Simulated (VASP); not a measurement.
A convergence study with VASP on C (diamond): one setting is varied, all else stays as given below, so the limit is that of these other settings.

```xyz
2
Lattice="0.0000 1.7835 1.7835 1.7835 0.0000 1.7835 1.7835 1.7835 0.0000" Properties=species:S:1:pos:R:3 pbc="T T T"
C      0.0000     0.0000     0.0000
C      0.8918     0.8918     0.8918
```

These are LDA (Ceperley-Alder, Perdew-Zunger), VASP's LDA PAW potentials (set 64) (plane waves; VASP) values and carry that method's errors. The tightest run used: 700 eV cut-off, 22×22×22 Γ-centred mesh, Gaussian smearing of 0.050 eV, potentials C.

| setting | E (eV/atom) | pressure (GPa) | irreducible k-points |
|---|---|---|---|
| 1×1×1 mesh | 4.7586 | 315.34 | 1 |
| 2×2×2 mesh | -8.5424 | 17.57 | 3 |
| 3×3×3 mesh | -9.8377 | -7.73 | 4 |
| 4×4×4 mesh | -10.0587 | -11.62 | 8 |
| 5×5×5 mesh | -10.1074 | -12.41 | 10 |
| 6×6×6 mesh | -10.1195 | -12.60 | 16 |

Q: These are the cheaper rows. Estimate the results at 22×22×22 mesh, and how far the last row shown lies from them.

A: 
```
quantity        tightest run  last row shown is off by
--------------  ------------  ------------------------
E (eV/atom)         -10.1241                    0.0046
pressure (GPa)        -12.67                      0.07
```

Left out are rungs that failed or repeat a setting and relaxations that didn't move; long series are thinned to 24 rows.

The compound is C in the diamond structure. The cell was not relaxed at this level.
